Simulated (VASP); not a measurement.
Given:

```
GaS
1.0
    3.56297     0.00000     0.00000
   -1.78149     3.08562     0.00000
    0.00000     0.00000    15.70511
Ga S
4 4
Direct
  0.33333   0.66667   0.17253
  0.66667   0.33333   0.67253
  0.66667   0.33333   0.82747
  0.33333   0.66667   0.32747
  0.33333   0.66667   0.60334
  0.66667   0.33333   0.10334
  0.66667   0.33333   0.39666
  0.33333   0.66667   0.89666
```

Level of theory: PBEsol GGA, VASP's PBE PAW potentials (set 64) (plane waves; VASP). Numerical set-up: 400 eV cut-off, 8×8×2 Γ-centred mesh, tetrahedra with Blöchl corrections, potentials Ga_d S.

Without a dispersion term in the relaxation, distances and binding between the weakly bound layers, chains or molecules are unreliable, and so is what depends on them.

Estimate the energy per atom (σ→0).

```
Property                        Value
---------------------  --------------
energy per atom (σ→0)  -4.523 eV/atom
```

Total energies compare only between runs with the same potentials, cut-off and functional.

The structure was generated: GaS was put into the beta-GaS type (P6_3/mmc), which need not be its known phase. It was relaxed first.
